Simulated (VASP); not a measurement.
Data:

```
CELL_PARAMETERS angstrom
      1.49823    -2.59501     0.00000
      1.49823     2.59501     0.00000
      0.00000     0.00000     4.60727
ATOMIC_POSITIONS crystal
  Sc 0.33333 0.66667 0.25000
  Sc 0.66667 0.33333 0.75000
```

Computed with LDA (Ceperley-Alder, Perdew-Zunger), VASP's LDA PAW potentials (set 64) (plane waves; VASP). Run with 500 eV cut-off, 14×14×8 Γ-centred mesh, first-order Methfessel-Paxton smearing of 0.10 eV, potentials Sc_sv.

Question: Estimate the energy per atom (σ→0), pressure, band gap (on the k-mesh) with the smallest direct gap where there is one.

Answer: 
band gap (on the k-mesh): none (metal, semimetal or under 0.01 eV)
energy per atom (σ→0): -6.474 eV/atom
pressure: 20.05 GPa

Only differences to runs with the same potentials and settings are physical.

The compound is Sc in the hcp structure. It was relaxed first under an external pressure of 20 GPa.
